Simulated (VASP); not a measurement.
Calculation: optB88-vdW, VASP's PBE PAW potentials (set 64) (plane waves; VASP 6.6.1).

A VASP calculation is set up with these files.

### INCAR
```
ISMEAR = 1
PARAM1 = 0.1833333333
LUSE_VDW = T
ISIF = 4
EDIFFG = -0.01   ! ionic stop
LCHARG = F
GGA = BO
LREAL = F   ! projection in real space or not
SIGMA = 0.1
EDIFF = 1E-7
ALGO = Normal
LWAVE = F
LASPH = T
PARAM2 = 0.22
IBRION = 2
AGGAC = 0.0
PREC = Accurate
ENCUT = 520
NSW = 30
NELM = 100   ! most electronic steps
SYSTEM = MgB2
```

File KPOINTS:
```
Automatic mesh
0
Gamma
11 11 9
0 0 0
```

POSCAR:
```
MgB2
1
    1.5395419270    -2.6665643456     0.0000000000
    1.5395419270     2.6665643456     0.0000000000
    0.0000000000     0.0000000000     3.4823087648
Mg B
1 2
Direct
  0.0000000000   0.0000000000   0.0000000000
  0.3333330000   0.6666670000   0.5000000000
  0.6666670000   0.3333330000   0.5000000000
```

POTCAR, in this order: Mg B (PBE.64 set). Program: vasp_std.

Task: What will the output report for the number of irreducible k-points (NKPTS), largest plane-wave count, number of space-group operations, FFT grid (NGX, NGY, NGZ)?

Result: 
| Quantity | Value |
|---|---|
| number of irreducible k-points (NKPTS) | 80 |
| largest plane-wave count | 782 |
| number of space-group operations | 24 |
| FFT grid (NGX, NGY, NGZ) | 24 × 24 × 28 |

The compound is MgB2 in the AlB2 type structure. This run relaxes it. Symmetry was kept, so distortions that lower it aren't found.
